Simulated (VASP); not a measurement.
All values below come from MS2 meta-GGA, VASP's PBE PAW potentials (set 64) (plane waves; VASP).

The input files of a VASP run:

### POSCAR
```
Ta
1
   -1.6240935353     1.6240935353     1.6240935353
    1.6240935353    -1.6240935353     1.6240935353
    1.6240935353     1.6240935353    -1.6240935353
Ta
1
Direct
  0.0000000000   0.0000000000   0.0000000000
```

**KPOINTS**
```
Automatic
0
gamma
 16 16 16
```

INCAR:
```
# general
SYSTEM   =  Ta
PREC     =  Accurate
ENCUT    =  520
LREAL    =  F
LASPH    =  T

# electronic loop
EDIFF    =  1E-7
NELM     =  100
ALGO     =  Normal
LMAXMIX  =  6
LMIXTAU  =  T

# smearing
ISMEAR   =  1
SIGMA    =  0.1

# functional
METAGGA  =  MS2

# ions
ISIF     =  2

# output
LWAVE    =  F
LCHARG   =  F
```

POTCAR, in this order: Ta_pv (PBE.64 set). Program: vasp_std.

What VASP printed:

**OSZICAR**
```
       N       E                     dE             d eps       ncg     rms          rms(c)
DAV:   1     0.494161007741E+02    0.49416E+02   -0.64104E+03  2626   0.116E+03
DAV:   2    -0.871255129124E+01   -0.58129E+02   -0.57227E+02  3212   0.245E+02
DAV:   3    -0.942928876191E+01   -0.71674E+00   -0.70706E+00  3013   0.288E+01
DAV:   4    -0.943278020593E+01   -0.34914E-02   -0.34900E-02  2887   0.177E+00
DAV:   5    -0.943280125911E+01   -0.21053E-04   -0.21053E-04  2945   0.119E-01    0.222E+01
DAV:   6     0.513451645405E+01    0.14567E+02   -0.73954E+00  2656   0.427E+01    0.606E+00
DAV:   7     0.587372099091E+01    0.73920E+00   -0.12757E+00  2738   0.159E+01    0.945E-01
DAV:   8     0.538113624391E+01   -0.49258E+00   -0.11224E+00  2633   0.153E+01    0.237E+00
DAV:   9     0.478547221252E+01   -0.59566E+00   -0.31468E-01  2640   0.960E+00    0.512E-01
DAV:  10     0.480413984269E+01    0.18668E-01   -0.10419E-02  2689   0.168E+00    0.672E-01
DAV:  11     0.478565558681E+01   -0.18484E-01   -0.48656E-03  2635   0.127E+00    0.281E-01
DAV:  12     0.478538590122E+01   -0.26969E-03   -0.54332E-04  2698   0.289E-01    0.152E-01
DAV:  13     0.478544955231E+01    0.63651E-04   -0.37237E-05  2702   0.898E-02    0.114E-01
DAV:  14     0.478541660704E+01   -0.32945E-04   -0.46637E-05  2638   0.865E-02    0.373E-02
DAV:  15     0.478543346595E+01    0.16859E-04   -0.29175E-06  2821   0.258E-02    0.524E-03
DAV:  16     0.478542502958E+01   -0.84364E-05   -0.12379E-06  2722   0.116E-02    0.320E-03
DAV:  17     0.478542735630E+01    0.23267E-05   -0.17725E-07  2575   0.540E-03    0.179E-03
DAV:  18     0.478542561130E+01   -0.17450E-05   -0.11104E-08  1338   0.152E-03    0.102E-03
DAV:  19     0.478542629273E+01    0.68143E-06   -0.64988E-09  1340   0.120E-03    0.277E-04
DAV:  20     0.478542587740E+01   -0.41533E-06   -0.90148E-10  1332   0.410E-04    0.826E-05
DAV:  21     0.478542588301E+01    0.56079E-08   -0.65257E-11  1331   0.135E-04
   1 F= 0.47854259E+01 E0= 0.47857300E+01  d E =-.912315E-03
```

**OUTCAR**
```
------------------------ aborting loop because EDIFF is reached ----------------------------------------
  FORCE on cell =-STRESS in cart. coord.  units (eV):
  Direction    XX          YY          ZZ          XY          YZ          ZX
  --------------------------------------------------------------------------------------
  Total        0.6875485      0.6875485      0.6875485     -0.0000000     -0.0000000     -0.0000000
  in kB       64.2866524     64.2866524     64.2866524     -0.0000000     -0.0000000     -0.0000000
  external PRESSURE =      64.2866524 kB  Pullay stress =       0.0000000 kB
  volume of cell :       17.14
      direct lattice vectors                 reciprocal lattice vectors
    -1.624093535  1.624093535  1.624093535     0.000000000  0.307864042  0.307864042
     1.624093535 -1.624093535  1.624093535     0.307864042  0.000000000  0.307864042
     1.624093535  1.624093535 -1.624093535     0.307864042  0.307864042  0.000000000
 POSITION                                       TOTAL-FORCE (eV/Angst)
 -----------------------------------------------------------------------------------
      0.00000      0.00000      0.00000        -0.000000     -0.000000     -0.000000
 -----------------------------------------------------------------------------------
    total drift:                                0.000000      0.000000     -0.000000
  FREE ENERGIE OF THE ION-ELECTRON SYSTEM (eV)
  ---------------------------------------------------
  free  energy   TOTEN  =         4.7854258830 eV

  energy  without entropy=        4.7863381984  energy(sigma->0) =        4.78572999
```
(Selected blocks of OUTCAR.)

File OUTCAR:
```
 val. band max:        5.7025328873   @ k =  -0.3125   0.4375   0.1250

 cond. band min:       5.7049399744   @ k =   0.3125   0.0625   0.0000


 Fermi energy:         5.7048819813

 k-point     1 :       0.0000    0.0000    0.0000
  band No.  band energies     occupation
      1     -27.0943      2.00000
      2     -27.0943      2.00000
      3     -27.0943      2.00000
      4      -2.5038      2.00000
      5       6.4591     -0.00000
      6       6.4591     -0.00000
      7       6.4591     -0.00000
      8       9.9574      0.00000
      9       9.9574      0.00000

 k-point     2 :       0.0625    0.0000    0.0000
  band No.  band energies     occupation
      1     -27.1541      2.00000
      2     -27.1123      2.00000
      3     -27.0947      2.00000
      4      -2.3151      2.00000
      5       6.3355     -0.00000
      6       6.4241     -0.00000
      7       6.6452     -0.00000
      8       9.7547      0.00000
      9       9.9577      0.00000

 k-point     3 :       0.1250    0.0000    0.0000
  band No.  band energies     occupation
      1     -27.3215      2.00000
      2     -27.1634      2.00000
      3     -27.0959      2.00000
      4      -1.7765      2.00000
      5       6.0028     -0.00021
      6       6.2678     -0.00000
      7       7.1962     -0.00000
      8       9.3764      0.00000
      9       9.9720      0.00000

 k-point     4 :       0.1875    0.0000    0.0000
  band No.  band energies     occupation
      1     -27.5646      2.00000
      2     -27.2390      2.00000
      3     -27.0976      2.00000
      4      -0.9753      2.00000
      5       5.5496      2.05049
      6       5.9373     -0.00490
      7       8.0892      0.00000
      8       9.2054      0.00000
      9      10.0316      0.00000

 k-point     5 :       0.2500    0.0000    0.0000
  band No.  band energies     occupation
      1     -27.8407      2.00000
      2     -27.3267      2.00000
      3     -27.0997      2.00000
...
```

Unless said otherwise, spin-orbit coupling is left out, though it shifts the bands of the heavy elements here.

The compound is Ta in the bcc structure. This cell is one point of a volume scan, at 0.97 of the reference volume.
